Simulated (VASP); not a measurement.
Data:

```yaml
crystal:
  lattice:
    - [0.00000, 2.95715, 2.95715]
    - [2.95715, 0.00000, 2.95715]
    - [2.95715, 2.95715, 0.00000]
  atoms:
    - { symbol: Sr, position: [0.00000, 0.00000, 0.00000] }
```

Computed with optB88-vdW, VASP's PBE PAW potentials (set 64) (plane waves; VASP). Run with 520 eV cut-off, Gaussian smearing of 0.050 eV, potentials Sr_sv.

Question: Give the energies of bands 5 to 8 at the high-symmetry points, in eV from the valence-band maximum.

Answer: 
```
band      Γ      X      U      L      W
----  -----  -----  -----  -----  -----
5     -3.76  -0.76  -0.18  -1.19  -0.01
6      2.31   0.24   0.19   0.17   0.65
7      2.31   1.23   0.93   2.14   0.65
8      2.31   4.95   3.47   2.14   2.31
```

The gap is indirect, 0.01 eV, from the valence maximum at L-W at 0.71 to the conduction minimum at L-W at 0.64.

The compound is Sr in the fcc structure. It was relaxed first, which changed the volume by -8 %.
